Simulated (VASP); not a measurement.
Consider the following.

```xyz
4
Lattice="4.0068 0.0000 0.0000 0.0000 4.0068 0.0000 0.0000 0.0000 4.0068" Properties=species:S:1:pos:R:3 pbc="T T T"
Sc     0.0000     0.0000     0.0000
Al     0.0000     2.0034     2.0034
Al     2.0034     0.0000     2.0034
Al     2.0034     2.0034     0.0000
```

All values below come from rev-vdW-DF2, VASP's PBE PAW potentials (set 64) (plane waves; VASP). Numerical set-up: 520 eV cut-off, 8×8×8 Γ-centred mesh, first-order Methfessel-Paxton smearing of 0.10 eV, potentials Sc_sv Al.

Question: Give the stress tensor in GPa (positive for a compressed cell).

Answer: 
```
6.25  0.00  0.00
0.00  6.25  0.00
0.00  0.00  6.25
```
The pressure is its mean diagonal, 6.25 GPa.

The compound is Al3Sc in the L1_2 structure. This cell is one point of a volume scan, at 0.94 of the reference volume.
